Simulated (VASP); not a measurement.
Level of theory: LDA (Ceperley-Alder, Perdew-Zunger), VASP's LDA PAW potentials (set 64) (plane waves; VASP).

The input files of a VASP run:

KPOINTS:
```
Automatic mesh
0
Gamma
  15 15 15
0 0 0
```

File POSCAR:
```
YN
1
    0.0000000000     2.4111855927     2.4111855927
    2.4111855927     0.0000000000     2.4111855927
    2.4111855927     2.4111855927     0.0000000000
Y N
1 1
Direct
  0.0000000000   0.0000000000   0.0000000000
  0.5000000000   0.5000000000   0.5000000000
```

INCAR:
```
! general
SYSTEM  = YN
PREC    = Accurate
ENCUT   = 520
LREAL   = .FALSE.
LASPH   = .TRUE.

! electronic loop
EDIFF   = 1E-7
NELM    = 100
ALGO    = Normal
LMAXMIX = 4

! smearing
ISMEAR  = -5

! ions
ISIF    = 2

! output
LWAVE   = .FALSE.
LCHARG  = .TRUE.
LORBIT  = 11
NEDOS   = 601
```

POTCAR, in this order: Y_sv N (LDA.64 set). Program: vasp_std.

Task: What does the run give for the energy per atom (σ→0)?

Result: 
```
Quantity                        Value
---------------------  --------------
energy per atom (σ→0)  -9.944 eV/atom
```

### OSZICAR
```
...
DAV:   8    -0.198967954870E+02    0.32692E-01   -0.27377E-01  3428   0.463E+00    0.752E+00
DAV:   9    -0.198877704495E+02    0.90250E-02   -0.34306E-02  3440   0.161E+00    0.743E-01
DAV:  10    -0.198878562259E+02   -0.85776E-04   -0.70700E-04  3592   0.247E-01    0.601E-01
DAV:  11    -0.198879337936E+02   -0.77568E-04   -0.41258E-04  3252   0.224E-01    0.797E-02
DAV:  12    -0.198879313248E+02    0.24687E-05   -0.15370E-05  3736   0.369E-02    0.457E-02
DAV:  13    -0.198879310743E+02    0.25053E-06   -0.23300E-06  4080   0.108E-02    0.150E-02
DAV:  14    -0.198879310729E+02    0.14115E-08   -0.40964E-07  3296   0.549E-03
   1 F= -.19887931E+02 E0= -.19887931E+02  d E =0.000000E+00
```

The compound is YN in the rock salt structure. It was relaxed first.
